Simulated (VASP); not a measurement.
Energy against volume of KZnF$_{3}$ (cubic perovskite). Method: rev-vdW-DF2, VASP's PBE PAW potentials (set 64) (plane waves; VASP 6.6.1).

```
V (Å³/atom)  E (eV/atom)
-----------  -----------
12.793          -2.18926
13.201          -2.20055
13.609          -2.20479
14.017          -2.20299
14.426          -2.19620
```

Question: Fit a third-order Birch-Murnaghan equation of state.

Answer: 
- volume per atom = 13.68 Å^3/atom
- bulk modulus = 76.1 GPa
- pressure derivative of the bulk modulus = 4.69
- lattice constant a = 4.090 Å

The compound is KZnF3 in the cubic perovskite structure. It was relaxed first.
